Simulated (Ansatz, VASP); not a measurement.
# Cross-check of SnPt between VASP and Ansatz, part 2 of 2

One calculation is typed for both programs; each brings its own data sets. How far apart do they land? The cell is generated by rule, not measured, and may not be a known phase. The cell is taken from a series of runs on this material, whose earlier steps may have relaxed, scaled, displaced or heated it; both programs get it as it stands.

VASP 6.6.1 and Ansatz 0.2.0.

So far. Step 5 (VASP: single point, LDA, pair 2): The run ends at a pressure of -3.34 GPa, with forces up to 0.12 eV/Å. Step 6 (Ansatz: single point, LDA, pair 2): The run ends at a pressure of -3.56 GPa, with forces up to 0.14 eV/Å.

The structure was built from a prototype and need not be the compound's stable phase.

## Step 7: Differences

What differs besides the data sets and the points named for the pairs above, as far as they apply: the data sets hold 64 valence electrons in Ansatz (on its default PAW (the set named soft_2) files) and 48 in VASP. Total energies have different zeros and are not compared.

Compared:

```
      quantity  Ansatz   VASP  difference
pressure (GPa)   -3.56  -3.34       -0.22
```

Forces (eV/Å; atoms numbered as in POSCAR):

```
atom          Ansatz x, y, z            VASP x, y, z
 Pt1    -0.025, 0.053, 0.008    -0.025, 0.041, 0.007
 Pt2  -0.025, -0.053, -0.008  -0.025, -0.041, -0.007
 Sn3     0.025, 0.008, 0.133     0.025, 0.008, 0.121
 Sn4   0.025, -0.008, -0.133   0.025, -0.008, -0.121
```

The forces differ by 7.0 meV/Å r.m.s., which is 12.9 % of the r.m.s. force of 0.054 eV/Å (both taken over all components).

## Step 8: Ansatz: single point, LDA, pair 3

A single point takes one fixed geometry, so differences don't come from the geometry; what else differs is listed under the comparison.

The cell is taken from a series of runs on this material, whose earlier steps may have relaxed, scaled, displaced or heated it; both programs get it as it stands.

input.yaml

```yaml
crystal:
  lattice:
    - [0.0, -2.9533293504, -2.9533293504]
    - [0.0, 2.9533293504, -2.9533293504]
    - [5.9066587008, 0.0, 0.0]
  atoms:
    - { symbol: Pt, position: [0.5692422203, 0.4340253256, 0.5] }
    - { symbol: Pt, position: [-0.0692422203, 0.0659746744, 0.0] }
    - { symbol: Sn, position: [0.0780034645, 0.5743224747, 0.75] }
    - { symbol: Sn, position: [0.4219965355, -0.0743224747, 0.25] }
kpoints:
  mp_grid: { grid: [10, 10, 6] }
hamiltonian:
  xc: lda
scf:
  occupations: { method: methfessel_paxton, width: 0.15 }
output:
  forces: true
  stress: true
  eigenvalues: true
```

Command:

```sh
$ ansatz run input.yaml --threads 4 --pin off --max-ram 7168MiB --backend cpu --events-out ev --progress --plain --runs-dir out
```

Numbers of over 12 decimals in the logs are rounded to 6 here.

The log of the run:

```text
[...]
Crystal: 4 atoms, lattice volume = 103.038 Å³
Basis set: ecut = 420 eV, 1963 PW (Γ)
Bands: 39, of which v1, the nominal top of the filled ones, is band 32 counted from 1 (31 counted from 0)
Symmetry: 2 space group operations
[...]
k-points: 208 of 600 (time reversal used)
[...]
k-point 0: bands = [... 28 lower, 8.7009, 8.7223, 9.1785, 11.4788, 12.1084, 14.5079, 15.1826, 16.2614, ... 3 higher]
  k-point 1: bands = [... 28 lower, 8.6555, 8.7036, 9.9029, 11.6950, 12.1720, 14.2038, 15.2149, 15.5788, ... 3 higher]
  k-point 2: bands = [... 28 lower, 8.6446, 8.6616, 11.1554, 12.2858, 12.3917, 13.6608, 14.2747, 14.3943, ... 3 higher]
  k-point 207: bands = [... 28 lower, 8.8039, 8.8039, 9.9239, 9.9239, 10.4902, 10.4902, 11.5401, 11.5401, ... 3 higher]
[key lines of the parts left out:]
SCF converged after 7 iterations
Free energy (F): -36249.034335 eV
Fermi energy:    11.113495 eV
P = ⅓ Tr σ = -6.4487 GPa (-64.487 kbar)
```

The run ends at a pressure of -6.45 GPa, with forces up to 0.36 eV/Å.

## Step 9: VASP: single point, LDA, pair 3

The same cell, functional (in two slightly different forms), mesh and smearing now go to VASP, with its own data sets.

INCAR

```
SYSTEM = SnPt
PREC = Accurate
ENCUT = 500
EDIFF = 1E-06
NELM = 120
ISMEAR = 1
SIGMA = 0.15
LREAL = .FALSE.
ALGO = Normal
GGA = PW92
NBANDS = 30
LASPH = .TRUE.
LORBIT = 11
LWAVE = .FALSE.
LCHARG = .FALSE.
ISIF = 2
GGA_COMPAT = .FALSE.
KPAR = 2
```

POSCAR

```
SnPt
1.0
    0.0000000000     -2.9533293504     -2.9533293504
    0.0000000000      2.9533293504     -2.9533293504
    5.9066587008      0.0000000000      0.0000000000
Pt Sn
2 2
Direct
    0.5692422203      0.4340253256      0.5000000000
    0.9307577797      0.0659746744      0.0000000000
    0.0780034645      0.5743224747      0.7500000000
    0.4219965355      0.9256775253      0.2500000000
```

KPOINTS

```
Automatic mesh
0
Gamma
10 10 6
0 0 0
```

The projector-augmented-wave data sets are Pt and Sn_d (LDA family, release 64).

Command:

```sh
$ mpirun -np 2 vasp_std
```

The log of the run:

```text
[... set-up lines as in an earlier step ...]
 entering main loop
       N       E                     dE             d eps       ncg     rms          rms(c)
DAV:   1     0.469492391955E+03    0.46949E+03   -0.22529E+04 13100   0.212E+03
DAV:   2     0.376656898219E+02   -0.43183E+03   -0.41381E+03 12912   0.576E+02
DAV:   3    -0.218961141610E+02   -0.59562E+02   -0.56059E+02 14178   0.171E+02
DAV:   4    -0.244712171208E+02   -0.25751E+01   -0.25575E+01 14384   0.398E+01
[...]
DAV:  10    -0.239784559347E+02    0.18377E-03   -0.91678E-04 14980   0.251E-01    0.341E-02
DAV:  11    -0.239784515651E+02    0.43696E-05   -0.57177E-05 15458   0.589E-02    0.149E-02
DAV:  12    -0.239784525329E+02   -0.96775E-06   -0.68576E-06 13940   0.196E-02
   1 F= -.23978453E+02 E0= -.23978339E+02  d E =-.340000E-03
```

OUTCAR, selected parts (step 9):

```text
  Total       -3.9368199     -5.3857628     -2.7430022      0.0000000      0.0914695      0.0000000
  in kB      -61.2153725    -83.7456327    -42.6521676      0.0000000      1.4223007      0.0000000
  external PRESSURE =     -62.5377243 kB  Pullay stress =       0.0000000 kB

 POSITION                                       TOTAL-FORCE (eV/Angst)
 -----------------------------------------------------------------------------------
      2.95333     -0.39934     -2.96298        -0.038737      0.184912      0.018647
      0.00000     -2.55399     -2.94368        -0.038737     -0.184912     -0.018647
      4.42999      1.46579     -1.92653         0.038737      0.019458      0.342307
      1.47666      1.48754     -3.98013         0.038737     -0.019458     -0.342307
 -----------------------------------------------------------------------------------
    total drift:                               -0.000002     -0.000000     -0.000000

  FREE ENERGIE OF THE ION-ELECTRON SYSTEM (eV)
  ---------------------------------------------------
  free  energy   TOTEN  =       -23.9784525329 eV

  energy  without entropy=      -23.9781125333  energy(sigma->0) =      -23.97833920

[... 2 parts as in an earlier step ...]

[... 1 further part left out ...]
[key lines of the parts left out:]
E-fermi :   6.2206
```

The run ends at a pressure of -6.25 GPa, with forces up to 0.35 eV/Å.

## Step 10: Side by side

What differs besides the data sets and the points named for the pairs above, as far as they apply: the data sets hold 64 valence electrons in Ansatz (on its default PAW (the set named soft_2) files) and 48 in VASP. Total energies have different zeros and are not compared.

Both answers:

```
      quantity  Ansatz   VASP  difference
pressure (GPa)   -6.45  -6.25       -0.19
```

Forces (eV/Å; atoms numbered as in POSCAR):

```
atom          Ansatz x, y, z            VASP x, y, z
 Pt1    -0.038, 0.199, 0.019    -0.039, 0.185, 0.019
 Pt2  -0.038, -0.199, -0.019  -0.039, -0.185, -0.019
 Sn3     0.038, 0.019, 0.356     0.039, 0.019, 0.342
 Sn4   0.038, -0.019, -0.356   0.039, -0.019, -0.342
```

The forces differ by 8.2 meV/Å r.m.s., which is 5.1 % of the r.m.s. force of 0.161 eV/Å (both taken over all components).

## Step 11: Results

| Property | Result |
| --- | --- |
| difference in pressure (single point, LDA, pair 1) | -0.24 GPa |
| r.m.s. force difference (single point, LDA, pair 2) | 7.0 meV/Å |
| r.m.s. force difference (single point, LDA, pair 3) | 8.2 meV/Å |

The r.m.s. force difference is 8.2 meV/Å (single point, LDA, pair 3), within the 12 meV/Å picked in this series as the mark of a large difference. The data sets hold unlike numbers of valence electrons (64 in Ansatz and 48 in VASP), so part of the differences may come from the potentials. Such differences can come from data sets, numerical settings and the points named under the comparisons, not from the functional's error against experiment.

[Lines on the potential files, build, host, timing and source positions are cut from VASP's logs without a mark.]

[Logs are printed without paths, hosts, clocks, repeated set-up lines and the standing remarks that a program may print on its own settings, such as how far it seeks lower states.]

[Hosts, paths, dates, database ids (printed as entryN), source tags and the programs' standing remarks are cut or masked in the printed files.]
